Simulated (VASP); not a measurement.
The system is YSiF2.

```
CELL_PARAMETERS angstrom
3.66370 0.00000 0.00000
-1.83185 3.17285 0.00000
0.00000 0.00000 5.01483
ATOMIC_POSITIONS crystal
Y 0.00000 0.00000 0.50000
Si 0.00000 0.00000 0.00000
F 0.33333 0.66667 0.23547
F 0.66667 0.33333 0.76453
```

The cell was built by a generator and needn't be a form met in nature.

The cell isn't the ideal one: species swapped into the Sn2PdAu type (P-3m1, No. 164).

| Property | Result |
| --- | --- |
| Program | VASP 6.6.1 |
| Task | relaxation of cell and atoms |
| Functional | PBE |
| Potentials or basis | VASP PAW PBE potentials, release 64 (Y_sv, Si, F) |
| Cutoff | 600 eV |
| k mesh | 6 × 6 × 4 |
| Occupations | gaussian, width 0.1 eV |
| Spin | no spin polarisation |

At the start: pressure 22.3 GPa; volume 14.57 Å³/atom.

How do energy, volume and symmetry change on relaxing?

Over 18 steps the energy falls by 1180.1 meV/atom and the volume is 19.48 Å³/atom (+33.6 %); space group P-3m1 (No. 164, to 0.05 Å).

Step by step:
```tsv
step	energy change (eV)	largest force (eV/Å)	pressure (GPa)	volume (Å³)
1	0.0000	2.0048	22.32	58.29
2	-1.2600	2.1962	-4.07	76.99
3	-1.2756	2.1934	-1.94	74.29
4	-1.8745	2.6314	-2.74	75.63
5	-3.0544	2.1162	-4.19	78.63
6	-3.5601	0.3290	-4.03	84.61
7	-3.6429	0.6758	-4.24	83.12
8	-3.8894	0.4706	-3.96	82.80
9	-4.3530	0.0851	-2.11	81.71
10	-4.4243	0.3125	3.93	79.10
11	-4.5156	0.3912	0.67	81.51
12	-4.5638	0.3068	-2.77	84.28
13	-4.6124	0.1631	-3.73	84.14
14	-4.6255	0.0115	-4.49	84.04
15	-4.7062	0.1336	-1.91	79.54
16	-4.7104	0.1771	-1.20	78.41
17	-4.7192	0.0566	-0.51	78.08
18	-4.7203	0.0072	-0.11	77.91
```

Final structure:
```xyz
4
Lattice="3.8337 0.0000 0.0000 -1.9169 3.3201 0.0000 0.0000 0.0000 6.1206" Properties=species:S:1:pos:R:3 pbc="T T T"
Y     0.0000    0.0000    3.0603
Si    0.0000    0.0000    0.0000
F     0.0000    2.2134    3.5953
F     1.9169    1.1067    2.5253
```

Caveat: the volume moved by over 15 % at a fixed basis, so the end points are rough; an odd number of electrons without spin polarisation forces a metal; a magnetic or distorted state may lie lower.
